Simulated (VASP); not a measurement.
Crystal: Sn.

```xyz
2
Lattice="-2.9162 2.9162 1.5912 2.9162 -2.9162 1.5912 2.9162 2.9162 -1.5912" Properties=species:S:1:pos:R:3 pbc="T T T"
Sn    0.0000    0.0000    0.0000
Sn    0.0000    2.9162    0.7956
```

- Program: VASP 6.6.1
- Task: relaxation of cell and atoms
- Functional: LDA
- Potentials or basis: VASP PAW LDA potentials, release 64 (Sn_d)
- Cutoff: 600 eV
- k mesh: 16 × 16 × 16
- Occupations: gaussian, width 0.1 eV
- Spin: no spin polarisation

At the start: pressure -1.8 GPa; volume 27.06 Å³/atom.

Where does the relaxation end?

Over 6 steps the energy falls by 5.5 meV/atom and the volume is 26.19 Å³/atom (-3.2 %); space group I4_1/amd (No. 141, to 0.05 Å).

Step by step:
```
step  energy change (eV)  largest force (eV/Å)  pressure (GPa)  volume (Å³)
   1              0.0000                0.0000           -1.81        54.12
   2             -0.0094                0.0000            0.76        51.76
   3             -0.0107                0.0000            0.05        52.35
   4             -0.0110                0.0000            0.04        52.37
   5             -0.0111                0.0000            0.02        52.38
   6             -0.0111                0.0000            0.01        52.38
```

Final structure:
```yaml
crystal:
  lattice:
    - [-2.89540, 2.89540, 1.56204]
    - [2.89540, -2.89540, 1.56204]
    - [2.89540, 2.89540, -1.56204]
  atoms:
    - { symbol: Sn, position: [0.00000, 0.00000, 0.00000] }
    - { symbol: Sn, position: [0.75000, 0.25000, 0.50000] }
```
